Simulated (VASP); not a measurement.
Method: PBE GGA, VASP's PBE PAW potentials (set 64) (plane waves; VASP).

The input files of a VASP run:

File KPOINTS:
```
Automatic mesh
0
Gamma
8 8 8
0 0 0
```

INCAR:
```
! general
SYSTEM  = Si2Tc
PREC    = Accurate
ENCUT   = 300
LREAL   = F
LASPH   = T   ! aspherical one-centre terms

! electronic loop
EDIFF   = 1E-6   ! SCF stop (eV)
NELM    = 100
ALGO    = Normal
LMAXMIX = 4   ! l cut-off of mixed one-centre charges

! smearing
ISMEAR  = 0   ! Gaussian
SIGMA   = 0.1

! functional
GGA     = PE   ! PBE

! ions
ISIF    = 2

! output
LWAVE   = F
LCHARG  = F
```

### POSCAR
```
Si2Tc
1
    0.0000000000     3.0763380000     3.0763380000
    3.0763380000     0.0000000000     3.0763380000
    3.0763380000     3.0763380000     0.0000000000
Tc Si
1 2
Direct
  0.0000000000   0.0000000000   0.0000000000
  0.2500000000   0.2500000000   0.2500000000
  0.7500000000   0.7500000000   0.7500000000
```

POTCAR, in this order: Tc_pv Si (PBE.64 set). Program: vasp_std.

Output of the run:

OSZICAR:
```
       N       E                     dE             d eps       ncg     rms          rms(c)
DAV:   1     0.724209727074E+02    0.72421E+02   -0.84612E+03  1068   0.806E+02
DAV:   2    -0.186244648581E+02   -0.91045E+02   -0.90088E+02   992   0.216E+02
DAV:   3    -0.207132433549E+02   -0.20888E+01   -0.20087E+01  1126   0.349E+01
DAV:   4    -0.207369491705E+02   -0.23706E-01   -0.23168E-01   944   0.361E+00
DAV:   5    -0.207373028836E+02   -0.35371E-03   -0.35370E-03  1114   0.408E-01    0.130E+01
DAV:   6    -0.206959424817E+02    0.41360E-01   -0.73437E+00   962   0.184E+01    0.453E+00
DAV:   7    -0.203119834341E+02    0.38396E+00   -0.29016E+00   944   0.113E+01    0.449E+00
DAV:   8    -0.202726900506E+02    0.39293E-01   -0.16780E-01   842   0.385E+00    0.384E-01
DAV:   9    -0.202730712955E+02   -0.38124E-03   -0.58589E-03  1102   0.456E-01    0.250E-01
DAV:  10    -0.202734761639E+02   -0.40487E-03   -0.22710E-03   888   0.358E-01    0.630E-02
DAV:  11    -0.202734349079E+02    0.41256E-04   -0.37198E-04   956   0.136E-01    0.148E-02
DAV:  12    -0.202734526475E+02   -0.17740E-04   -0.35997E-05   860   0.382E-02    0.556E-03
DAV:  13    -0.202734529562E+02   -0.30866E-06   -0.10748E-06   928   0.626E-03
   1 F= -.20273453E+02 E0= -.20263996E+02  d E =-.189137E-01
```

**OUTCAR**
```
------------------------ aborting loop because EDIFF is reached ----------------------------------------
  FORCE on cell =-STRESS in cart. coord.  units (eV):
  Direction    XX          YY          ZZ          XY          YZ          ZX
  --------------------------------------------------------------------------------------
  Total       -7.3890414     -7.3890414     -7.3890414     -0.0000000      0.0000000      0.0000000
  in kB     -203.3136491   -203.3136491   -203.3136491     -0.0000000      0.0000000      0.0000000
  external PRESSURE =    -203.3136491 kB  Pullay stress =       0.0000000 kB
  volume of cell :       58.23
      direct lattice vectors                 reciprocal lattice vectors
     0.000000000  3.076338000  3.076338000    -0.162530905  0.162530905  0.162530905
     3.076338000  0.000000000  3.076338000     0.162530905 -0.162530905  0.162530905
     3.076338000  3.076338000  0.000000000     0.162530905  0.162530905 -0.162530905
 POSITION                                       TOTAL-FORCE (eV/Angst)
 -----------------------------------------------------------------------------------
      0.00000      0.00000      0.00000        -0.000000      0.000000     -0.000000
      1.53817      1.53817      1.53817        -0.000000     -0.000000     -0.000000
      4.61451      4.61451      4.61451         0.000000     -0.000000      0.000000
 -----------------------------------------------------------------------------------
    total drift:                               -0.000000     -0.000000      0.000000
  FREE ENERGIE OF THE ION-ELECTRON SYSTEM (eV)
  ---------------------------------------------------
  free  energy   TOTEN  =       -20.2734529562 eV

  energy  without entropy=      -20.2545392543  energy(sigma->0) =      -20.26399611
```
(Selected blocks of OUTCAR.)

At this cut-off the stress carries a Pulay error, which pulls relaxed volumes low.

The structure was generated: Si2Tc was put into an ordered model structure, which need not be its known phase. The cell was not relaxed at this level. The electron count is odd and the run is not spin-polarised, which forces a metal.
